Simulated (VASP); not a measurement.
Input:

```
CELL_PARAMETERS angstrom
     -1.63326     1.63326     1.63326
      1.63326    -1.63326     1.63326
      1.63326     1.63326    -1.63326
ATOMIC_POSITIONS crystal
  Nb 0.00000 0.00000 0.00000
```

Level of theory: PBEsol GGA, VASP's PBE PAW potentials (set 64) (plane waves; VASP). Settings: 400 eV cut-off, Gaussian smearing of 0.050 eV, potentials Nb_sv.

Question: Give the energies of bands 5 to 9 at the high-symmetry points, in eV from the Fermi level.

Answer: 
| band | Γ | H | N | P |
|---|---|---|---|---|
| 5 | -6.00 | -3.92 | -3.86 | -1.10 |
| 6 | 0.37 | -3.92 | -1.75 | -1.10 |
| 7 | 0.37 | 5.89 | 2.46 | -1.10 |
| 8 | 0.37 | 5.89 | 3.45 | 4.30 |
| 9 | 3.39 | 5.89 | 4.16 | 4.30 |

It has no gap at this level: it comes out as a metal or semimetal.

The structure comes from a measured Nb entry (Im-3m) of the Crystallography Open Database, whose conditions weren't checked. It was relaxed first.
